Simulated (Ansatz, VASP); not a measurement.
# Hf2NF2: VASP beside Ansatz, part 2 of 2

Wanted: the spread between two codes on one cell, functional and k mesh. Of the first pair: The structure shown is the start of the Ansatz relaxation below; VASP solves that cell, so the two are compared at the walk's first step.

VASP 6.6.1 and Ansatz 0.2.0.

So far: Set-up; Ansatz: relaxation, PBEsol; VASP: single point, PBEsol, start cell, pair 1.

## Step 4: Side by side

Known differences besides the potentials themselves: Ansatz cuts the interaction across the vacuum, VASP repeats the sheet with a dipole correction; the data sets hold 71 valence electrons in Ansatz (on its default PAW (the set named soft_2) files) and 39 in VASP; Ansatz makes its cores anew for this functional, VASP keeps those of its PBE data sets; Ansatz takes its cutoff from its data sets, VASP runs at 520 eV. Total energies have different zeros and are not compared.

Forces (eV/Å; atoms numbered as in POSCAR):

```
atom        Ansatz x, y, z          VASP x, y, z
  N1   0.000, 0.000, 0.000   0.000, 0.000, 0.000
 Hf2  0.000, 0.000, -2.890  0.000, 0.000, -2.876
 Hf3   0.000, 0.000, 2.890   0.000, 0.000, 2.876
  F4   0.000, 0.000, 1.510   0.000, 0.000, 1.350
  F5  0.000, 0.000, -1.510  0.000, 0.000, -1.350
```

The forces differ by 58 meV/Å r.m.s., which is 5.0 % of the r.m.s. force of 1.160 eV/Å (both taken over all components). With vacuum in the cell, a pressure given here is an average over mostly empty space and none of the material.

## Step 5: Ansatz: relaxation, PBEsol

This run makes the geometry at which the two programs are then compared.

The structure compared here is the end of the Ansatz relaxation.

The input, input.yaml:

```yaml
crystal:
  lattice:
    - [3.2184728303, 0.0, 0.0]
    - [-1.6092364152, 2.7872792324, 0.0]
    - [0.0, 0.0, 33.2]
  atoms:
    - { symbol: "N", position: [0.0, 0.0, 0.3012048193] }
    - { symbol: Hf, position: [0.3333333333, 0.6666666667, 0.3355853266] }
    - { symbol: Hf, position: [0.6666666667, 0.3333333333, 0.2668243119] }
    - { symbol: F, position: [0.6666666667, 0.3333333333, 0.3755786512] }
    - { symbol: F, position: [0.3333333333, 0.6666666667, 0.2268309874] }
  periodic: [true, true, false]
kpoints:
  mp_grid: { grid: [12, 12, 1] }
hamiltonian:
  xc: pbesol
scf:
  occupations: { method: methfessel_paxton, width: 0.15 }
output:
  forces: true
  stress: true
  eigenvalues: true
  write_density: true
  write_potential: true
  elf: true
  volumetric_format: npy
relax:
  adjacent_minimum: "off"
  f_tol: 0.001
  max_steps: 60
  cell: { stress_2d_tol: 0.002 }
```

Launch:

```bash
ansatz run input.yaml --threads 8 --pin off --max-ram 14336MiB --backend cpu --events-out ev --progress --plain --runs-dir out
```

Numbers of over 12 decimals in the logs are rounded to 6 here.

The log of the run:

```text
[...]
Crystal: 5 atoms, lattice volume = 297.830 Å³
Basis set: ecut = 420 eV, 5931 PW (Γ), exchange–correlation on 48×48×450 points (8 copies of the dense FFT grid, shifted against one another)
Bands: 43, of which v1, the nominal top of the filled ones, is band 36 counted from 1 (35 counted from 0)
Symmetry: 12 space group operations
[...]
k-points: 19 of 144
[...]
cell:  # Å, volume = 297.8778 Å³
    - [3.218731, 2.886984588610967e-11, 0]
    - [-1.609366, 2.787503, 0]
    - [0, 0, 33.2]
  atoms:
    - { symbol: N, position: [0, 0, 0.301205] }
    - { symbol: Hf, position: [0.333333, 0.666667, 0.335572] }
    - { symbol: Hf, position: [0.666667, 0.333333, 0.266837] }
    - { symbol: F, position: [0.666667, 0.333333, 0.375565] }
    - { symbol: F, position: [0.333333, 0.666667, 0.226845] }
[key lines of the parts left out:]
SCF converged after 10 iterations
Free energy (F): -33181.714993 eV
Fermi energy:    -3.142693 eV
P = ½ c Tr σ = 0.0009 N/m
```

## Step 6: VASP: single point, PBEsol, relaxed cell, pair 2

The same cell, functional, mesh and smearing now go to VASP, with its own data sets.

The input, INCAR:

```
SYSTEM = Hf2NF2
PREC = Accurate
ENCUT = 520
EDIFF = 1E-06
NELM = 120
ISMEAR = 1
SIGMA = 0.15
LREAL = .FALSE.
ALGO = Normal
GGA = PS
NBANDS = 25
LASPH = .TRUE.
LORBIT = 11
LWAVE = .FALSE.
LCHARG = .FALSE.
ISIF = 2
LDIPOL = .TRUE.
IDIPOL = 3
DIPOL = 0.5 0.5 0.301
LVHAR = .TRUE.
GGA_COMPAT = .FALSE.
NELMDL = -8
KPAR = 2
```

The input, POSCAR:

```
Hf2NF2
1.0
    3.2187313270      0.0000000000      0.0000000000
   -1.6093656635      2.7875030971      0.0000000000
    0.0000000000      0.0000000000     33.2000000000
N Hf F
1 2 2
Direct
    0.0000000000      0.0000000000      0.3012048193
    0.3333333333      0.6666666667      0.3355722146
    0.6666666667      0.3333333333      0.2668374239
    0.6666666667      0.3333333333      0.3755645556
    0.3333333333      0.6666666667      0.2268450829
```

The input, KPOINTS:

```
Automatic mesh
0
Gamma
12 12 1
0 0 0
```

The projector-augmented-wave data sets are N, Hf_pv and F (PBE family, release 64).

Launch:

```bash
mpirun -np 2 vasp_std
```

The log of the run:

```text
[banner, memory and clock lines left out]
running    2 mpi-ranks, on    1 nodes
[...]
[... a notice as in an earlier step ...]

 LDA part: xc-table for (Slater+PW92), standard interpolation
 POSCAR, INCAR and KPOINTS ok, starting setup
[...]
entering main loop
       N       E                     dE             d eps       ncg     rms          rms(c)
DAV:   1     0.309371763139E+03    0.30937E+03   -0.18970E+04  1214   0.121E+03
DAV:   2    -0.124885809184E+02   -0.32186E+03   -0.31753E+03  1256   0.298E+02
DAV:   3    -0.500900186564E+02   -0.37601E+02   -0.37412E+02  1163   0.102E+02
DAV:   4    -0.508466662381E+02   -0.75665E+00   -0.75285E+00  1250   0.161E+01
[...]
DAV:  24    -0.457221899551E+02   -0.56871E-05   -0.21391E-07   900   0.139E-03    0.207E-04
DAV:  25    -0.457221919541E+02   -0.19990E-05   -0.74625E-08   914   0.780E-04    0.255E-04
DAV:  26    -0.457221922913E+02   -0.33722E-06   -0.12775E-08   822   0.378E-04
   1 F= -.45722192E+02 E0= -.45721074E+02  d E =-.335371E-02
```

OUTCAR, selected parts (step 6):

```text
  Total       -0.8635765     -0.8635765     -0.8424970      0.0000000      0.0000000      0.0000000
  in kB       -4.6448663     -4.6448663     -4.5314873      0.0000000      0.0000000      0.0000000
  external PRESSURE =      -4.6070733 kB  Pullay stress =       0.0000000 kB

 POSITION                                       TOTAL-FORCE (eV/Angst)
 -----------------------------------------------------------------------------------
      0.00000      0.00000     10.00000        -0.000000      0.000000      0.000000
     -0.00000      1.85834     11.14100         0.000000     -0.000000     -0.009389
      1.60937      0.92917      8.85900        -0.000000     -0.000000      0.009389
      1.60937      0.92917     12.46874         0.000000     -0.000000     -0.143840
     -0.00000      1.85834      7.53126         0.000000      0.000000      0.143840
 -----------------------------------------------------------------------------------
    total drift:                                0.000000      0.000000     -0.000109

  FREE ENERGIE OF THE ION-ELECTRON SYSTEM (eV)
  ---------------------------------------------------
  free  energy   TOTEN  =       -45.7221922913 eV

  energy  without entropy=      -45.7188385790  energy(sigma->0) =      -45.72107439

[... 3 further parts left out ...]
[key lines of the parts left out:]
E-fermi :  -1.1137
```

The run ends at a pressure of -0.46 GPa, with forces up to 0.14 eV/Å.

## Step 7: Differences

What differs besides the data sets and the points named for the pairs above, as far as they apply: the data sets hold 71 valence electrons in Ansatz (on its default PAW (the set named soft_2) files) and 39 in VASP; the cutoff is 420 eV in Ansatz and 520 eV in VASP. Total energies have different zeros and are not compared.

Forces (eV/Å; atoms numbered as in POSCAR):

```
atom       Ansatz x, y, z          VASP x, y, z
  N1  0.000, 0.000, 0.000   0.000, 0.000, 0.000
 Hf2  0.000, 0.000, 0.000  0.000, 0.000, -0.009
 Hf3  0.000, 0.000, 0.000   0.000, 0.000, 0.009
  F4  0.000, 0.000, 0.000  0.000, 0.000, -0.144
  F5  0.000, 0.000, 0.000   0.000, 0.000, 0.144
```

The forces differ by 53 meV/Å r.m.s., where the r.m.s. force is 0.000 eV/Å in Ansatz and 0.053 eV/Å in VASP: the atoms lie near their places of rest in Ansatz, so a percentage would say little (all taken over all components). With vacuum in the cell, a pressure given here is an average over mostly empty space and none of the material.

## Step 8: Ansatz: relaxation, PBEsol

The two programs are compared at the cell with which this relaxation starts, whose forces are those of its first step.

The structure compared here is the start of the Ansatz relaxation; VASP solves that cell, so the two are compared at the walk's first step.

input.yaml, the sections that differ from step 5:

```yaml
crystal:
  lattice:
    - [3.2244934277, 0.0, 0.0]
    - [-1.6122467139, 2.7924932227, 0.0]
    - [0.0, 0.0, 33.2]
  atoms:
    - { symbol: "N", position: [0.0, 0.0, 0.3012048193] }
    - { symbol: Hf, position: [0.3333333333, 0.6666666667, 0.3354385666] }
    - { symbol: Hf, position: [0.6666666667, 0.3333333333, 0.2669710719] }
    - { symbol: F, position: [0.6666666667, 0.3333333333, 0.3753290956] }
    - { symbol: F, position: [0.3333333333, 0.6666666667, 0.227080543] }
  periodic: [true, true, false]
scf:
  occupations: { method: gaussian, width: 0.1 }
relax:
  adjacent_minimum: "off"
  f_tol: 0.005
  max_steps: 80
  cell: { stress_2d_tol: 0.02 }
# kpoints, hamiltonian, output: as in step 5
```

Launch:

```bash
ansatz run input.yaml --threads 8 --pin off --max-ram 14336MiB --backend cpu --events-out ev --progress --plain --runs-dir out
```

The log of the run:

```text
[...]
Crystal: 5 atoms, lattice volume = 298.945 Å³
Basis set: ecut = 420 eV, 5955 PW (Γ), exchange–correlation on 48×48×450 points (8 copies of the dense FFT grid, shifted against one another)
Bands: 43, of which v1, the nominal top of the filled ones, is band 36 counted from 1 (35 counted from 0)
Symmetry: 12 space group operations
[...]
k-points: 19 of 144
[...]
cell:  # Å, volume = 297.8300 Å³
    - [3.218473, 2.8813638737301276e-11, 0]
    - [-1.609236, 2.787279, 0]
    - [0, 0, 33.2]
  atoms:
    - { symbol: N, position: [0, 0, 0.30120481928] }
    - { symbol: Hf, position: [0.333333, 0.666667, 0.335585] }
    - { symbol: Hf, position: [0.666667, 0.333333, 0.266824] }
    - { symbol: F, position: [0.666667, 0.333333, 0.375579] }
    - { symbol: F, position: [0.333333, 0.666667, 0.226831] }
[key lines of the parts left out:]
SCF converged after 7 iterations
Free energy (F): -33181.718874 eV
Fermi energy:    -3.144909 eV
P = ½ c Tr σ = -0.0028 N/m
```

## Step 9: VASP: single point, PBEsol, start cell, pair 3

The same cell, functional, mesh and smearing now go to VASP, with its own data sets.

Changes to INCAR since step 6:

```diff
@@ -5,4 +5,4 @@
 NELM = 120
-ISMEAR = 1
-SIGMA = 0.15
+ISMEAR = 0
+SIGMA = 0.1
 LREAL = .FALSE.
```

The input, POSCAR:

```
Hf2NF2
1.0
    3.2244930000      0.0000000000      0.0000000000
   -1.6122470000      2.7924930000      0.0000000000
    0.0000000000      0.0000000000     33.2000000000
N Hf F
1 2 2
Direct
    0.0000000000      0.0000000000      0.3012048193
    0.3333334367      0.6666666667      0.3354385542
    0.6666668734      0.3333333333      0.2669710843
    0.6666668734      0.3333333333      0.3753290964
    0.3333334367      0.6666666667      0.2270805422
```

KPOINTS is that of step 6.

Launch:

```bash
mpirun -np 2 vasp_std
```

The log of the run:

```text
[... set-up lines as in an earlier step ...]
 entering main loop
       N       E                     dE             d eps       ncg     rms          rms(c)
DAV:   1     0.312735189484E+03    0.31274E+03   -0.19065E+04  1190   0.121E+03
DAV:   2    -0.127875660469E+02   -0.32552E+03   -0.32023E+03  1286   0.298E+02
DAV:   3    -0.500454433676E+02   -0.37258E+02   -0.37089E+02  1172   0.102E+02
DAV:   4    -0.508549963088E+02   -0.80955E+00   -0.80155E+00  1260   0.162E+01
[...]
DAV:  24    -0.457251680240E+02   -0.61682E-05   -0.24792E-07   892   0.144E-03    0.220E-04
DAV:  25    -0.457251700993E+02   -0.20754E-05   -0.90497E-08   922   0.832E-04    0.192E-04
DAV:  26    -0.457251703520E+02   -0.25271E-06   -0.11606E-08   814   0.367E-04
   1 F= -.45725170E+02 E0= -.45719978E+02  d E =-.103851E-01
```

Parts of OUTCAR (step 9):

```text
  Total       -0.9909818     -0.9909819     -0.6811020      0.0000002     -0.0000000      0.0000000
  in kB       -5.3111019     -5.3111025     -3.6503217      0.0000010     -0.0000000      0.0000000
  external PRESSURE =      -4.7575087 kB  Pullay stress =       0.0000000 kB

 POSITION                                       TOTAL-FORCE (eV/Angst)
 -----------------------------------------------------------------------------------
      0.00000      0.00000     10.00000        -0.000000      0.000000      0.000000
     -0.00000      1.86166     11.13656        -0.000000      0.000000      0.040125
      1.61225      0.93083      8.86344         0.000000      0.000000     -0.040125
      1.61225      0.93083     12.46093         0.000000      0.000000     -0.134020
     -0.00000      1.86166      7.53907        -0.000000     -0.000000      0.134020
 -----------------------------------------------------------------------------------
    total drift:                               -0.002018      0.000000     -0.000009

  FREE ENERGIE OF THE ION-ELECTRON SYSTEM (eV)
  ---------------------------------------------------
  free  energy   TOTEN  =       -45.7251703520 eV

  energy  without entropy=      -45.7147852193  energy(sigma->0) =      -45.71997779

[... 1 part as in an earlier step ...]

[... 2 further parts left out ...]
[key lines of the parts left out:]
E-fermi :  -1.1274
```

The run ends at a pressure of -0.48 GPa, with forces up to 0.13 eV/Å.

## Step 10: Side by side

What differs besides the data sets and the points named for the pairs above, as far as they apply: the data sets hold 71 valence electrons in Ansatz (on its default PAW (the set named soft_2) files) and 39 in VASP. Total energies have different zeros and are not compared.

Forces (eV/Å; atoms numbered as in POSCAR):

```
atom        Ansatz x, y, z          VASP x, y, z
  N1   0.000, 0.000, 0.000   0.000, 0.000, 0.000
 Hf2   0.000, 0.000, 0.051   0.000, 0.000, 0.040
 Hf3  0.000, 0.000, -0.051  0.000, 0.000, -0.040
  F4   0.000, 0.000, 0.009  0.000, 0.000, -0.134
  F5  0.000, 0.000, -0.009   0.000, 0.000, 0.134
```

The forces differ by 52 meV/Å r.m.s., which is 102.4 % of the r.m.s. force of 0.051 eV/Å (both taken over all components). With vacuum in the cell, a pressure given here is an average over mostly empty space and none of the material.

## Step 11: Results

- r.m.s. force difference (single point, PBEsol, start cell, pair 1): 5.0 % of the r.m.s. force
- r.m.s. force difference (single point, PBEsol, relaxed cell, pair 2): 53 meV/Å
- r.m.s. force difference (single point, PBEsol, start cell, pair 3): 52 meV/Å

What this shows: The r.m.s. force difference is 53 meV/Å (single point, PBEsol, relaxed cell, pair 2), beyond the 12 meV/Å picked in this series as the mark of a large difference. The data sets hold unlike numbers of valence electrons (71 in Ansatz and 39 in VASP), so part of the differences comes from the potentials. What causes the difference of the single point, PBEsol, start cell, pair 1 pair stays open here. What causes the difference of the single point, PBEsol, relaxed cell, pair 2 pair stays open here. What causes the difference of the single point, PBEsol, start cell, pair 3 pair stays open here. 2 further runs of this series are not shown here. How closely two codes agree says nothing of how well the functional describes the real material.

[Lines on the potential files, build, host, timing and source positions are cut from VASP's logs without a mark.]

[Logs are printed without paths, hosts, clocks, repeated set-up lines and the standing remarks that a program may print on its own settings, such as how far it seeks lower states.]

[Hosts, paths, dates, database ids (printed as entryN), source tags and the programs' standing remarks are cut or masked in the printed files.]
